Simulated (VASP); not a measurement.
An input for Ansatz (written as the equivalent of a VASP run, and not itself run):

Ansatz 0.2 input:
```yaml
crystal:
  lattice:
    - [0.0000000, 2.9192873, 2.9192873]
    - [2.9192873, 0.0000000, 2.9192873]
    - [2.9192873, 2.9192873, 0.0000000]
  atoms:
    - { symbol: Hg, position: [0.0000000, 0.0000000, 0.0000000] }
    - { symbol: Te, position: [0.2500000, 0.2500000, 0.2500000] }
kpoints:
  mp_grid: { grid: [11, 11, 11] }
hamiltonian:
  xc: lda
  pseudopotentials: { kind: paw }
scf:
  occupations: { method: methfessel_paxton, width: 0.1 }
  max_iter: 100
relax:
  max_steps: 40
  f_tol: 0.02
  cell: { p_target: 30 }
output: { forces: true, stress: true, eigenvalues: true }
```

Write the VASP files for the same calculation (LDA).

This is not unique; one that fits is 
### POSCAR
```
HgTe
1
   -0.0000000000     2.9192872577     2.9192872577
    2.9192872577     0.0000000000     2.9192872577
    2.9192872577     2.9192872577     0.0000000000
Hg Te
1 1
Direct
  0.0000000000   0.0000000000   0.0000000000
  0.2500000000   0.2500000000   0.2500000000
```

KPOINTS:
```
Automatic mesh
0
gamma
11 11 11
0 0 0
```

### INCAR
```
PREC  =  Accurate
EDIFFG  =  -0.02   ! ionic stop
SYSTEM  =  HgTe
LREAL  =  .FALSE.   ! projection in real space or not
LASPH  =  .TRUE.   ! aspherical one-centre terms
ENCUT  =  500   ! plane-wave cut-off (eV)
LCHARG  =  .FALSE.
ALGO  =  Normal
ISIF  =  3   ! ions, shape and volume
EDIFF  =  1E-6
IBRION  =  2   ! conjugate gradients
SIGMA  =  0.1
PSTRESS  =  300   ! kbar
LWAVE  =  .FALSE.
NELM  =  100   ! most electronic steps
LMAXMIX  =  6
NSW  =  40   ! most ionic steps
ISMEAR  =  1
```

POTCAR, in this order: Hg Te (LDA.64 set). Program: vasp_std.

What does not carry over: each code has its own PAW files, so the cut-off isn't converted (ENCUT is set for VASP's; basis.ecutwfc is left out, and Ansatz then takes the one that its files recommend); Ansatz stops its SCF on the density residual and VASP on the energy change (EDIFF); Ansatz's lda is the Perdew-Wang form, while the LDA potentials of VASP carry Perdew-Zunger's.

The compound is HgTe in the zinc blende structure. It was relaxed first under an external pressure of 30 GPa.
